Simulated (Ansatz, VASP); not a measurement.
# Cross-check of Ag between VASP and Ansatz

Wanted: the spread between two codes on one cell, functional and k mesh. The structure shown is the start of the Ansatz relaxation below; VASP solves that cell, so the two are compared at the walk's first step.

Method: plane waves, with VASP 6.6.1 beside it; single point at PBEsol, in Ansatz 0.2.0.

### 1. The structure

The cell holds 3 atoms: 3 Ag. Cell: a = 2.885 Å, b = 2.885 Å, c = 33.222 Å, α = 90.0°, β = 90.0°, γ = 120.0°. It derives from Ag. Vacuum lies along c. The height across the vacuum is the one that the program set for its solve, not the one typed.

### 2. Ansatz: relaxation, PBEsol

Ansatz runs on its PAW soft_1 files.

The two programs are compared at the cell with which this relaxation starts, whose forces are those of its first step.

The input, input.yaml:

```yaml
crystal:
  lattice:
    - [2.885, 0.0, 0.0]
    - [-1.4425, 2.49848, 0.0]
    - [0.0, 0.0, 17.71118]
  atoms:
    - { symbol: Ag, position: [0.0, 0.0, 0.367] }
    - { symbol: Ag, position: [0.333333, 0.666667, 0.5] }
    - { symbol: Ag, position: [0.666667, 0.333333, 0.633] }
  periodic: [true, true, false]
kpoints:
  mp_grid: { grid: [18, 18, 1] }
hamiltonian:
  xc: pbesol
  pseudopotentials: { kind: paw, azcp: { folder: soft_1 }, xc_functional: pbe }
scf:
  occupations: { method: gaussian, width: 0.1 }
output:
  forces: true
  stress: true
  eigenvalues: true
  write_density: true
  write_potential: true
  elf: true
  volumetric_format: npy
relax:
  adjacent_minimum: "off"
  f_tol: 0.005
  max_steps: 80
  cell: { stress_2d_tol: 0.02 }
```

Run with:

```sh
$ ansatz run input.yaml --threads 4 --pin off --max-ram 16384MiB --backend cpu --events-out ev --progress --plain --runs-dir out
```

Numbers of over 12 decimals in the logs are rounded to 6 here.

What it wrote:

```text
Warning: crystal.periodic: the lattice vector that does not repeat stood 0.000° off the slab's normal, 17.711 Å along it as the deck builds it. The run solves the slab on a vector along the normal, 33.222 Å long, with every atom where it was (on the deck's vector they left 13.00 Å outside them, and the widest stretch free of ions among them is 2.36 Å). A fractional position that the run reports is one of the run's ce [...]
Warning: the atoms were moved onto the symmetric positions of the space group found under crystal.symmetry.tolerance 1.0e-5 (fractional; no operation is sought that the atoms, as they stand in a round, miss by more than twice it, and no atom is moved by as much as it), and the run uses the moved positions. Before a round's move an operation carried an atom to 3.33e-6 Å from where it should land, the largest such dist [...]
[...]
SCF iter   7: F=-22566.008698 eV  HF=-22566.008698 eV  |F-HF|=9.58e-9  |Δ(HF+E_count)|=   1.44e-9  Δρ=8.54e-7  dr2=1.26e-9  ethr=2.62e-11  ⟨swp⟩=11.4  Hψ=10840  notcnv=0
SCF 4 converged in 7 iterations: F = -22566.008698 eV  dr2 = 1.26e-9
relax step   4: F+E_penalty+E_count = -22566.00869812 eV  Δ(F+E_penalty+E_count) = -7.843e-4 eV  max|allowed force component| = 7.110e-3 eV/Å  Δτ_max = 0.0071 Å  P = -0.138 N/m  Ω = 230.436 Å³  energy of the carried Pulay correction = +8.006e-4 eV  fix = [c, alpha, beta]  reactions: c -0.000 N/m  (7 SCF iters, dr2 threshold 2.27e-7 eV, accepted)
[...]
relax step   5: F+E_penalty+E_count = -22566.00883347 eV  Δ(F+E_penalty+E_count) = -1.354e-4 eV  max|allowed force component| = 6.056e-4 eV/Å  Δτ_max = 0.0041 Å  P = -0.008 N/m  Ω = 229.981 Å³  energy of the carried Pulay correction = +8.418e-4 eV  fix = [c, alpha, beta]  reactions: c -0.000 N/m  (8 SCF iters, dr2 threshold 2.20e-8 eV, accepted)
[...]
relax step   6: F+E_penalty+E_count = -22566.00788507 eV  Δ(F+E_penalty+E_count) = +9.484e-4 eV  max|allowed force component| = 9.263e-4 eV/Å  Δτ_max = 0.0000 Å  P = +0.004 N/m  Ω = 229.981 Å³  fix = [c, alpha, beta]  reactions: c +0.000 N/m  stress off target by 4.41e-3 N/m on what of the cell is left free  SCF on the basis re-selected at this cell (its energy is not comparable with the rows above)  (7 SCF iters)
basis re-selected at this cell: Δ(F+E_penalty+E_count) = +9.484e-4 eV, ΔP = +0.012 N/m vs the last step (what re-selecting the basis moved, of the pressure what is left beyond the Pulay correction that the steps carried, after the strain that the cell walked since its last selection, with what the two solves' SCF thresholds leave and, on support functions, any second-order correction that the steps lacked; it is no m [...]
SCF converged after 7 iterations
Free energy (F): -22566.007885 eV
Harris-Foulkes:  -22566.007885 eV  (|F-HF|=0.00e0)
Internal energy: -22565.997567 eV  (E = F + TS)
E sigma→0 (E₀):  -22566.002726 eV
Entropy (-TS):   -0.010318 eV (-3.439 meV/atom)
Fermi energy:    -4.600070 eV
--- Per-component energies (eV) ---
  E_band       = -1951.186159
  E_kinetic    = 1403.760525
  E_local      = -263278.378701  (includes V_loc(G=0)·N_el)
  E_nonlocal   = 104.343023
  E_hartree    = 130961.034759
  E_xc         = -473.175463
  E_vxc        = -601.274329  (∫ρ·V_xc dr)
  E_paw        = -11664.623638  (= ΣΔE_a)
  E_vpaw       = -1501.707515  (= ΣTr[D̂ρ^β])
  E_aug_tail   = 0.001061  (compensation charges beyond the density's cutoff)
  E_ewald      = 120380.072647
  E_core_change = 0.968220  (= ΣΔE_core)
  E_smearing   = -0.010318  (= −TS)
  E_closure    = 0.000000  (closes the sum)
  Σ components = -22566.007885   (vs F -22566.007885, Δ=0.00e0)
--- Forces (eV/Å), atoms counted from 1 ---
  atom   1  Ag     0.00000000     0.00000000    -0.00092626
  atom   2  Ag    -0.00000000     0.00000000     0.00000000
  atom   3  Ag    -0.00000000    -0.00000000     0.00092626
  max |Σ_I F_I| component: 2.89e-18 eV/Å
--- 2D stress c σ (N/m, compression-positive) ---
        0.004408      -0.000000       0.000000
       -0.000000       0.004408       0.000000
        0.000000       0.000000       0.000000
  P = ½ c Tr σ = 0.0044 N/m
--- Band table (eV; the first three rows and the last of 37) ---
  k-point 0: bands = ["-96.6154", "-96.3869", "-96.3867", "-60.1315", "-60.0271", "-60.0271", "-59.8558", "-59.8392", "-59.8132", "-59.8132", "-59.8128", "-59.8128", "-12.2192", "-11.1479", "-11.0735", "-9.5956", "-9.4720", "-9.4720", "-9.2670", "-9.2670", "-9.1519", "-9.1519", "-8.8951", "-8.3436", "-8.3436", "-7.9875", "-7.9875", "-7.6435", "-7.6435", "-6.1645", "-4.4734", "-0.3887 (-0.3965°)", "-0.0906 (-0.1309°)", "0.6764", "0.9733"]
  k-point 1: bands = ["-96.6149", "-96.3865", "-96.3862", "-60.1306", "-60.0322", "-60.0284", "-59.8550", "-59.8391", "-59.8179", "-59.8177", "-59.8145", "-59.8140", "-12.1299", "-11.0841", "-10.9913", "-9.5889", "-9.5099", "-9.4241", "-9.3298", "-9.2280", "-9.1722", "-9.1030", "-8.9389", "-8.3624", "-8.3322", "-8.0595", "-7.9893", "-7.6939", "-7.6420", "-6.0382", "-4.2796", "-0.3207 (-0.3281°)", "-0.0108 (-0.0516°)", "0.7470", "1.0520"]
  k-point 2: bands = ["-96.6135", "-96.3851", "-96.3849", "-60.1281", "-60.0469", "-60.0320", "-59.8528", "-59.8394", "-59.8319", "-59.8309", "-59.8180", "-59.8175", "-11.8733", "-10.9095", "-10.7628", "-9.6141", "-9.5871", "-9.4761", "-9.2859", "-9.2070", "-9.1208", "-9.0464", "-8.9597", "-8.4028", "-8.3944", "-8.2179", "-7.9983", "-7.7107", "-7.6378", "-5.7122", "-3.7659", "-0.1171 (-0.1235°)", "0.2287 (0.1864°)", "0.9596", "1.2880"]
  k-point 36: bands = ["-96.5973", "-96.3690", "-96.3690", "-60.1438", "-60.1438", "-60.1009", "-59.9273", "-59.9263", "-59.9263", "-59.9194", "-59.8316", "-59.8316", "-10.2829", "-10.2829", "-10.2290", "-9.8307", "-9.8307", "-9.3175", "-9.0623", "-9.0583", "-9.0580", "-9.0580", "-8.4478", "-8.4478", "-7.8227", "-7.8227", "-7.7003", "-0.7431", "-0.7431", "-0.5557", "0.2670", "1.2177", "1.2177", "2.6694", "2.6694"]
  ° read free of the cell's end (the report's vacuum.weakly_bound_levels)
--- Relaxed structure (5 steps of the walk, 5 accepted, 1 SCFs on fresh bases) ---
  F+E_penalty+E_count = -22566.00788507 eV   max|allowed force component| = 9.263e-4 eV/Å   (the final SCF, on the basis selected at the relaxed cell)
  cell:  # Å, volume = 229.9807 Å³
    - [2.827257, 0, 0]
    - [-1.413628, 2.448476, 0]
    - [0, 0, 33.22234776]
  atoms:
    - { symbol: Ag, position: [0, 0, 0.195874] }
    - { symbol: Ag, position: [0.333333, 0.666667, 0.266555] }
    - { symbol: Ag, position: [0.666667, 0.333333, 0.337236] }
```

### 3. VASP: single point, PBEsol, start cell

The same cell, functional, mesh and smearing now go to VASP, with its own data sets.

Lines of VASP's logs that name or quote its potential files are left out, and so is its time.

The input, INCAR:

```
SYSTEM = Ag
PREC = Accurate
ENCUT = 400
EDIFF = 1E-06
NELM = 120
ISMEAR = 0
SIGMA = 0.1
LREAL = .FALSE.
ALGO = Normal
GGA = PS
NBANDS = 22
LASPH = .TRUE.
LORBIT = 11
LWAVE = .FALSE.
LCHARG = .FALSE.
ISIF = 2
LDIPOL = .TRUE.
IDIPOL = 3
DIPOL = 0.5 0.5 0.267
LVHAR = .TRUE.
GGA_COMPAT = .FALSE.
NELMDL = -8
KPAR = 2
```

The input, POSCAR:

```
Ag
1.0
    2.8849980000      0.0000000000      0.0000000000
   -1.4424990000      2.4984820000      0.0000000000
    0.0000000000      0.0000000000     33.2223480000
Ag
3
Direct
    0.0000000000      0.0000000000      0.1956515235
    0.3333331999      0.6666663998      0.2665552116
    0.6666666000      0.3333331999      0.3374588997
```

The input, KPOINTS:

```
Automatic mesh
0
Gamma
18 18 1
0 0 0
```

Potentials, in the order of the species: Ag (PBE family, release 64).

Run with:

```sh
$ mpirun -np 2 vasp_std
```

What it wrote:

```text
[banner, memory and clock lines left out]
running    2 mpi-ranks, on    1 nodes
 distrk:  each k-point on    1 cores,    2 groups
 distr:  one band on    1 cores,    1 groups

 POSCAR found type information on POSCAR Ag
 POSCAR found :  1 types and       3 ions
|                                                                             |
|               ----> ADVICE to this user running VASP <----                  |
|                                                                             |
|     You enforced a specific xc type in the INCAR file but a different       |
|     [... a line on the potential file left out ...]
|     I HOPE YOU KNOW WHAT YOU ARE DOING!                                     |
|                                                                             |

 LDA part: xc-table for (Slater+PW92), standard interpolation
 POSCAR, INCAR and KPOINTS ok, starting setup
 FFT: planning ... GRIDC
 FFT: planning ... GRID_SOFT
 FFT: planning ... GRID
 WAVECAR not read
 entering main loop
       N       E                     dE             d eps       ncg     rms          rms(c)
DAV:   1     0.183644413497E+03    0.18364E+03   -0.11295E+04  1684   0.939E+02
DAV:   2    -0.348134677194E+01   -0.18713E+03   -0.17696E+03  2098   0.224E+02
DAV:   3    -0.978821535501E+01   -0.63069E+01   -0.62429E+01  1868   0.463E+01
DAV:   4    -0.984945701174E+01   -0.61242E-01   -0.61220E-01  2062   0.492E+00
DAV:   5    -0.985037622214E+01   -0.91921E-03   -0.91920E-03  1982   0.537E-01
DAV:   6    -0.985040914356E+01   -0.32921E-04   -0.32922E-04  2188   0.914E-02
DAV:   7    -0.985041043167E+01   -0.12881E-05   -0.12878E-05  1772   0.149E-02
DAV:   8    -0.985041050910E+01   -0.77427E-07   -0.77381E-07  1326   0.327E-03    0.828E+00
DAV:   9    -0.903042973092E+01    0.81998E+00   -0.30016E+00  1736   0.151E+01    0.508E+00
DAV:  10    -0.900462468579E+01    0.25805E-01   -0.52365E-02  1780   0.138E+00    0.279E+00
DAV:  11    -0.899566052221E+01    0.89642E-02   -0.41254E-03  1904   0.445E-01    0.657E-02
DAV:  12    -0.899565984815E+01    0.67406E-06   -0.34530E-04  1898   0.162E-01    0.381E-02
DAV:  13    -0.899563120702E+01    0.28641E-04   -0.49097E-05  1900   0.502E-02    0.182E-02
DAV:  14    -0.899559985850E+01    0.31349E-04   -0.35766E-05  1808   0.387E-02    0.963E-03
DAV:  15    -0.899560945119E+01   -0.95927E-05   -0.16166E-05  1862   0.241E-02    0.710E-03
DAV:  16    -0.899563602902E+01   -0.26578E-04   -0.19446E-05  1766   0.172E-02    0.316E-03
DAV:  17    -0.899567822100E+01   -0.42192E-04   -0.37909E-06  1366   0.696E-03    0.199E-03
DAV:  18    -0.899569835335E+01   -0.20132E-04   -0.58216E-07  1228   0.482E-03    0.104E-03
DAV:  19    -0.899572679225E+01   -0.28439E-04   -0.19390E-06  1168   0.264E-03    0.489E-04
DAV:  20    -0.899573025013E+01   -0.34579E-05   -0.47434E-08  1288   0.776E-04    0.242E-04
DAV:  21    -0.899573453128E+01   -0.42811E-05   -0.10124E-07  1114   0.686E-04    0.102E-04
DAV:  22    -0.899573505066E+01   -0.51938E-06   -0.45321E-09  1168   0.258E-04
   1 F= -.89957351E+01 E0= -.89917012E+01  d E =-.806767E-02
```

Parts of OUTCAR (step 3):

```text
ion  position               nearest neighbor table
   1  0.000  0.000  0.196-   2 2.88   2 2.88   2 2.88
   2  0.333  0.667  0.267-   1 2.88   3 2.88   3 2.88   1 2.88   1 2.88   3 2.88
   3  0.667  0.333  0.337-   2 2.88   2 2.88   2 2.88

  LATTYP: Found a hexagonal cell.
 ALAT       =     2.8849980000
 C/A-ratio  =    11.5155532170

 Subroutine GETGRP returns: Found 12 space group operations
 (whereof  6 operations were pure point group operations)

The static configuration has the point symmetry C_3v.
 The point group associated with its full space group is D_3d.

 Found     37 irreducible k-points:

   k-points           NKPTS =     37   k-points in BZ     NKDIM =     37   number of bands    NBANDS=     22

   dimension x,y,z NGX =    20 NGY =   20 NGZ =  224
   dimension x,y,z NGXF=    40 NGYF=   40 NGZF=  448

   ENCUT  =  400.0 eV  29.40 Ry    5.42 a.u.   4.70  4.70 54.18*2*pi/ulx,y,z

   NELECT =      33.0000    total number of electrons

 k-points in reciprocal lattice and weights: Automatic mesh
   0.00000000  0.00000000  0.00000000       0.003
   0.05555556  0.00000000  0.00000000       0.019
   0.11111111  0.00000000  0.00000000       0.019
   0.16666667  0.00000000  0.00000000       0.019
   0.22222222 -0.00000000  0.00000000       0.019
   0.27777778  0.00000000  0.00000000       0.019
   0.33333333 -0.00000000  0.00000000       0.019
   0.38888889  0.00000000  0.00000000       0.019
   0.44444444 -0.00000000  0.00000000       0.019
[...]
0.33333333  0.27777778  0.00000000       0.037
   0.33333333  0.33333333  0.00000000       0.006

 dipolmoment           0.000000      0.000000      0.000002 electrons x Angstroem

 average (electrostatic) potential at core
       1 -80.6171       2 -80.8160       3 -80.6171

 E-fermi :  -1.8525

 k-point     1 :       0.0000    0.0000    0.0000
  band No.  band energies     occupation
    ...
     14      -5.2022      2.00000
     15      -5.2022      2.00000
     16      -4.8490      2.00000
     17      -4.8490      2.00000
     18      -3.2545      2.00000
     19      -1.5073      0.00000
     20       2.3730      0.00000
     21       2.6339      0.00000
     22       2.8373      0.00000

 k-point     2 :       0.0556    0.0000    0.0000
  band No.  band energies     occupation
    ...
     14      -5.2592      2.00000
     15      -5.2022      2.00000
     16      -4.8821      2.00000
     17      -4.8470      2.00000
     18      -3.1409      2.00000
     19      -1.3320      0.00000
     20       2.4395      0.00000
     21       2.7101      0.00000
     22       2.9099      0.00000

 k-point     3 :       0.1111    0.0000    0.0000
  band No.  band energies     occupation
    ...
     14      -5.3879      2.00000
     15      -5.2064      2.00000
     16      -4.8698      2.00000
     17      -4.8415      2.00000
     18      -2.8399      2.00000
     19      -0.8593      0.00000
     20       2.6386      0.00000
     21       2.9385      0.00000
     22       3.1279      0.00000

  Total       -1.8711768     -1.8711774     -0.9603531      0.0000000     -0.0000000      0.0000000
  in kB      -12.5191066    -12.5191110     -6.4252413      0.0000000     -0.0000000      0.0000000
  external PRESSURE =     -10.4878197 kB  Pullay stress =       0.0000000 kB

  energy-cutoff  :      400.00
  volume of cell :      239.47
      direct lattice vectors                 reciprocal lattice vectors
     2.884998000  0.000000000  0.000000000     0.346620691  0.200121514  0.000000000
    -1.442499000  2.498482000  0.000000000     0.000000000  0.400243028  0.000000000
     0.000000000  0.000000000 33.222348000     0.000000000  0.000000000  0.030100220

 POSITION                                       TOTAL-FORCE (eV/Angst)
 -----------------------------------------------------------------------------------
      0.00000      0.00000      6.50000        -0.000000     -0.000000      0.174854
     -0.00000      1.66565      8.85559         0.000000      0.000000      0.000000
      1.44250      0.83283     11.21118         0.000000     -0.000000     -0.174854
 -----------------------------------------------------------------------------------
    total drift:                                0.000000      0.000267      0.000223

  FREE ENERGIE OF THE ION-ELECTRON SYSTEM (eV)
  ---------------------------------------------------
  free  energy   TOTEN  =        -8.9957350507 eV

  energy  without entropy=       -8.9876673805  energy(sigma->0) =       -8.99170122

 vacuum level on the upper side and lower side of the slab         2.767         2.767

 total charge
# of ion       s       p       d       tot
------------------------------------------
    1        0.423   0.226   9.167   9.816
    2        0.415   0.291   9.161   9.866
    3        0.423   0.226   9.167   9.816
--------------------------------------------------
tot          1.261   0.742  27.494  29.498

[... 3 further parts left out ...]
```

This run has no spin polarisation. Its electron count is odd, so without a moment it is a metal by construction.

### 4. Comparison

Known differences besides the potentials themselves: Ansatz cuts the interaction across the vacuum, VASP repeats the sheet with a dipole correction; the data sets hold 57 valence electrons in Ansatz (on its PAW soft_1 files) and 33 in VASP; Ansatz makes its cores anew for this functional, VASP keeps those of its PBE data sets; Ansatz takes its cutoff from its data sets, VASP runs at 400 eV. Total energies have different zeros and are not compared.

Forces (eV/Å; atoms numbered as in POSCAR):

```csv
atom,"Ansatz x, y, z","VASP x, y, z"
Ag1,"0.000, 0.000, 0.168","0.000, 0.000, 0.175"
Ag2,"0.000, 0.000, 0.000","0.000, 0.000, 0.000"
Ag3,"0.000, 0.000, -0.168","0.000, 0.000, -0.175"
```

The forces differ by 3.1 meV/Å r.m.s., which is 3.8 % of the r.m.s. force of 0.082 eV/Å (both taken over all components). With vacuum in the cell, a pressure given here is an average over mostly empty space and none of the material.

### 5. Summary of results

- r.m.s. force difference (single point, PBEsol, start cell): 3.1 meV/Å

**Reading.** The r.m.s. force difference is 3.1 meV/Å (single point, PBEsol, start cell), within the 12 meV/Å picked in this series as the mark of a large difference. The data sets hold unlike numbers of valence electrons (57 in Ansatz and 33 in VASP), so part of the differences comes from the potentials. Such differences can come from data sets, numerical settings and the points named under the comparisons, not from the functional's error against experiment.

[Lines on the potential files, build, host, timing and source positions are cut from VASP's logs without a mark.]

[Logs are printed without paths, hosts, clocks, repeated set-up lines and the standing remarks that a program may print on its own settings, such as how far it seeks lower states.]

[Hosts, paths, dates, database ids (printed as entryN), source tags and the programs' standing remarks are cut or masked in the printed files.]
